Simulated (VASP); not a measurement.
An input for Ansatz (written as the equivalent of a VASP run, and not itself run):

Ansatz 0.2 input:
```yaml
crystal:
  lattice:
    - [3.0785847, 0.0000000, 0.0000000]
    - [0.0000000, 3.0785847, 0.0000000]
    - [0.0000000, 0.0000000, 3.0785847]
  atoms:
    - { symbol: Ta, position: [0.0000000, 0.0000000, 0.0000000] }
    - { symbol: P, position: [0.5000000, 0.5000000, 0.5000000] }
kpoints:
  mp_grid: { grid: [11, 11, 11] }
hamiltonian:
  xc: pbesol
  pseudopotentials: { kind: paw }
scf:
  occupations: { method: methfessel_paxton, width: 0.1 }
  max_iter: 100
relax:
  max_steps: 60
  f_tol: 0.01
  cell: {}
output: { forces: true, stress: true, eigenvalues: true }
```

Q: Translate this input to VASP (INCAR, KPOINTS, POSCAR, choice of POTCAR).

A: One answer among several that fit: 
**INCAR**
```
# general
SYSTEM  = TaP
PREC    = Accurate
ENCUT   = 400
LREAL   = F
LASPH   = T

# electronic loop
EDIFF   = 1E-6
NELM    = 100
ALGO    = Normal
LMAXMIX = 6

# smearing
ISMEAR  = 1
SIGMA   = 0.1

# functional
GGA     = PS

# ions
IBRION  = 2
NSW     = 60
ISIF    = 3
EDIFFG  = -0.01

# output
LWAVE   = F
LCHARG  = F
```

File POSCAR:
```
TaP
1.0
  3.0785846743   0.0000000000   0.0000000000
  0.0000000000   3.0785846743   0.0000000000
  0.0000000000   0.0000000000   3.0785846743
Ta P
1 1
Cartesian
  0.0000000000   0.0000000000   0.0000000000
  1.5392923372   1.5392923372   1.5392923372
```

### KPOINTS
```
Regular mesh
0
G
  11 11 11
0 0 0
```

POTCAR, in this order: Ta_pv P (PBE.64 set). Program: vasp_std.

Limits of the translation: each code has its own PAW files, so the cut-off isn't converted (ENCUT is set for VASP's; basis.ecutwfc is left out, and Ansatz then takes the one that its files recommend); Ansatz stops its SCF on the density residual and VASP on the energy change (EDIFF).

The structure was generated: TaP was put into the CsCl type type (Pm-3m), which need not be its known phase. It was relaxed first, which changed the volume by -38 %. The start is the result of an earlier pass.
